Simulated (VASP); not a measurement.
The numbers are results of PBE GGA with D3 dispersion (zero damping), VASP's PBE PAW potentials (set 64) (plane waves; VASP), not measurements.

VASP ran on this input.

POSCAR:
```
Ni3Al
1
    3.5222206515     0.0000000000     0.0000000000
    0.0000000000     3.5222206515     0.0000000000
    0.0000000000     0.0000000000     3.5222206515
Al Ni
1 3
Direct
  0.0000000000   0.0000000000   0.0000000000
  0.0000000000   0.5000000000   0.5000000000
  0.5000000000   0.0000000000   0.5000000000
  0.5000000000   0.5000000000   0.0000000000
```

INCAR:
```
SYSTEM = Ni3Al
PREC = Accurate
ENCUT = 520
EDIFF = 1E-7
NELM = 100
ALGO = Normal
LREAL = .FALSE.
LASPH = .TRUE.
ISMEAR = -5
GGA = PE
IVDW = 11
LMAXMIX = 4
ISPIN = 2
MAGMOM = -0.0 0.3 0.3 0.3
LORBIT = 11
LWAVE = .FALSE.
LCHARG = .TRUE.
NEDOS = 601
ISIF = 2
LEFG = .TRUE.
```

**KPOINTS**
```
Automatic
0
gamma
  10 10 10
0 0 0
```

POTCAR, in this order: Al Ni (PBE.64 set). Program: vasp_std.

The run wrote:

### OUTCAR
```
 ion  position               nearest neighbor table
   1  0.000  0.000  0.000-   2 2.49   3 2.49   4 2.49   2 2.49   3 2.49   2 2.49   4 2.49   2 2.49
                             3 2.49   4 2.49   3 2.49   4 2.49
   2  0.000  0.500  0.500-   1 2.49   3 2.49   4 2.49   1 2.49   4 2.49   1 2.49   3 2.49   1 2.49
                             3 2.49   4 2.49   4 2.49   3 2.49
   3  0.500  0.000  0.500-   1 2.49   2 2.49   4 2.49   1 2.49   4 2.49   2 2.49   4 2.49   4 2.49
                             1 2.49   2 2.49   1 2.49   2 2.49
   4  0.500  0.500  0.000-   1 2.49   2 2.49   3 2.49   2 2.49   3 2.49   1 2.49   3 2.49   3 2.49
                             1 2.49   2 2.49   2 2.49   1 2.49
  LATTYP: Found a simple cubic cell.
 ALAT       =     3.5222206515
 Subroutine PRICEL returns:
 Original cell was already a primitive cell.
 Subroutine GETGRP returns: Found 48 space group operations
The static configuration has the point symmetry O_h .
The dynamic configuration has the point symmetry O_h .
The overall configuration has the point symmetry O_h .
 Subroutine INISYM returns: Found 48 space group operations
 Subroutine IBZKPT returns following result:
 Found     56 irreducible k-points:

 Following reciprocal coordinates:
            Coordinates               Weight
  0.000000  0.000000  0.000000      1.000000
  0.100000  0.000000  0.000000      6.000000
...
```

File OSZICAR:
```
       N       E                     dE             d eps       ncg     rms          rms(c)
DAV:   1     0.194089041286E+03    0.19409E+03   -0.14683E+04  4496   0.211E+03
DAV:   2    -0.151148913546E+02   -0.20920E+03   -0.20210E+03  4496   0.374E+02
DAV:   3    -0.258700936843E+02   -0.10755E+02   -0.99236E+01  4884   0.113E+02
DAV:   4    -0.261190445912E+02   -0.24895E+00   -0.24694E+00  5136   0.157E+01
DAV:   5    -0.261270901458E+02   -0.80456E-02   -0.80525E-02  5408   0.263E+00    0.199E+01
DAV:   6    -0.268082512428E+02   -0.68116E+00   -0.74203E+01  5012   0.141E+02    0.204E+01
DAV:   7    -0.218986977072E+02    0.49096E+01   -0.20750E+01  4928   0.753E+01    0.261E+00
DAV:   8    -0.218752589911E+02    0.23439E-01   -0.44575E-01  4784   0.591E+00    0.154E+00
DAV:   9    -0.218516363858E+02    0.23623E-01   -0.51118E-02  5872   0.329E+00    0.760E-01
DAV:  10    -0.218530548387E+02   -0.14185E-02   -0.21823E-03  5556   0.597E-01    0.706E-01
DAV:  11    -0.218562249997E+02   -0.31702E-02   -0.18113E-03  5684   0.698E-01    0.580E-01
DAV:  12    -0.218542592233E+02    0.19658E-02   -0.22099E-02  5464   0.252E+00    0.738E-01
DAV:  13    -0.218574869506E+02   -0.32277E-02   -0.26722E-03  5320   0.986E-01    0.342E-01
DAV:  14    -0.218583003207E+02   -0.81337E-03   -0.88671E-04  5708   0.490E-01    0.123E-01
DAV:  15    -0.218582960607E+02    0.42599E-05   -0.39476E-04  5540   0.300E-01    0.357E-02
DAV:  16    -0.218582947247E+02    0.13361E-05   -0.32177E-05  5008   0.788E-02    0.394E-02
DAV:  17    -0.218583279921E+02   -0.33267E-04   -0.13546E-05  5484   0.662E-02    0.852E-03
DAV:  18    -0.218583307731E+02   -0.27810E-05   -0.18580E-06  5196   0.172E-02    0.528E-03
DAV:  19    -0.218583324322E+02   -0.16591E-05   -0.10603E-07  2636   0.478E-03    0.231E-03
DAV:  20    -0.218583338726E+02   -0.14405E-05   -0.82738E-08  2488   0.347E-03    0.624E-04
DAV:  21    -0.218583341476E+02   -0.27495E-06   -0.37389E-08  2388   0.199E-03    0.537E-04
DAV:  22    -0.218583339685E+02    0.17908E-06   -0.57405E-09  2380   0.106E-03    0.247E-04
DAV:  23    -0.218583337641E+02    0.20444E-06   -0.13686E-09  2368   0.605E-04    0.607E-05
DAV:  24    -0.218583337893E+02   -0.25243E-07   -0.47320E-10  2360   0.343E-04
   1 F= -.23441848E+02 E0= -.23441848E+02  d E =0.000000E+00  mag=     0.6951
```

**OUTCAR**
```
------------------------ aborting loop because EDIFF is reached ----------------------------------------
 Edisp (eV)   -1.58351
  FORCE on cell =-STRESS in cart. coord.  units (eV):
  Direction    XX          YY          ZZ          XY          YZ          ZX
  --------------------------------------------------------------------------------------
  Total      -0.00939    -0.00939    -0.00939     0.00000    -0.00000     0.00000
  in kB      -0.34446    -0.34446    -0.34446     0.00000    -0.00000     0.00000
  external pressure =       -0.34 kB  Pullay stress =        0.00 kB
  volume of cell :       43.70
      direct lattice vectors                 reciprocal lattice vectors
     3.522220652  0.000000000  0.000000000     0.283911799  0.000000000  0.000000000
     0.000000000  3.522220652  0.000000000     0.000000000  0.283911799  0.000000000
     0.000000000  0.000000000  3.522220652     0.000000000  0.000000000  0.283911799
 POSITION                                       TOTAL-FORCE (eV/Angst)
 -----------------------------------------------------------------------------------
      0.00000      0.00000      0.00000         0.000000      0.000000      0.000000
      0.00000      1.76111      1.76111         0.000000      0.000000      0.000000
      1.76111      0.00000      1.76111         0.000000      0.000000      0.000000
      1.76111      1.76111      0.00000         0.000000      0.000000      0.000000
 -----------------------------------------------------------------------------------
    total drift:                                0.000000      0.000000      0.000000
  FREE ENERGIE OF THE ION-ELECTRON SYSTEM (eV)
  ---------------------------------------------------
  free  energy   TOTEN  =       -23.4418482960 eV

  energy  without entropy=      -23.4418482960  energy(sigma->0) =      -23.44184830

 total charge

# of ion       s       p       d       tot
------------------------------------------
    1        0.413   0.405   0.000   0.818
    2        0.508   0.547   8.394   9.449
    3        0.508   0.547   8.394   9.449
    4        0.508   0.547   8.394   9.449
--------------------------------------------------
tot          1.935   2.047  25.183  29.165

 magnetization (x)

# of ion       s       p       d       tot
------------------------------------------
    1       -0.001  -0.009   0.000  -0.010
    2       -0.003  -0.011   0.263   0.249
    3       -0.003  -0.011   0.263   0.249
    4       -0.003  -0.011   0.263   0.249
--------------------------------------------------
tot         -0.010  -0.042   0.789   0.736

 Electric field gradients after diagonalization (V/A^2)
 (convention: |V_zz| > |V_xx| > |V_yy|)
----------------------------------------------------------------------
 ion       V_xx      V_yy      V_zz     asymmetry (V_yy - V_xx)/ V_zz
----------------------------------------------------------------------
   1      -0.000     0.000    -0.000      -0.112
   2       6.501     6.501   -13.001       0.000
   3       6.501     6.501   -13.001       0.000
   4       6.501     6.501   -13.001       0.000
```
(Selected blocks of OUTCAR.)

For a metal the tetrahedron method with Blöchl corrections gives inexact stress and forces.

The compound is Ni3Al in the L1_2 structure. It was relaxed first.
